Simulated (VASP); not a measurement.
CsPbCl$_{3}$ (cubic perovskite):

```
CsPbCl3
1.0
    5.61000     0.00000     0.00000
    0.00000     5.61000     0.00000
    0.00000     0.00000     5.61000
Cs Pb Cl
1 1 3
Cartesian
  0.00000   0.00000   0.00000
  2.80500   2.80500   2.80500
  2.80500   0.00000   2.80500
  0.00000   2.80500   2.80500
  2.80500   2.80500   0.00000
```

The lowest empty band near R, direction [111], from PBE with spin-orbit coupling in VASP (PAW); its two spin partners are averaged. The gap over the points computed is 0.88 eV, and the next band on that side lies 1.49 eV away at the edge.

Numerical set-up: 400 eV cut-off, 5×5×5 Γ-centred mesh, Gaussian smearing of 0.050 eV, potentials Cs_sv Pb_d Cl.

```
distance from the edge in k (1/Å)  distance in energy (meV)
---------------------------------  ------------------------
0.012                                                   3.3
0.018                                                   7.4
0.025                                                  14.1
0.035                                                  27.3
0.050                                                  54.3
0.070                                                 101.9
```

Fit E(1 + αE) = ħ²k²/2m* (ħ²/2m0 = 3.810 eV Å²) and predict the row at 0.095 1/Å.

Least squares on the energies gives the electron mass m* = 0.166 m0 and α = 0.99 per eV, and so 176.0 meV. The run gave 176.3 meV, +0.3 meV from the fit.

Left out are points under 3 meV from the edge, since the levels carry 0.1 meV, and points farther than half the way to the next band.

The compound is CsPbCl3 in the cubic perovskite structure, the ideal cubic form; the compound distorts at low or room temperature. The cell was not relaxed at this level.
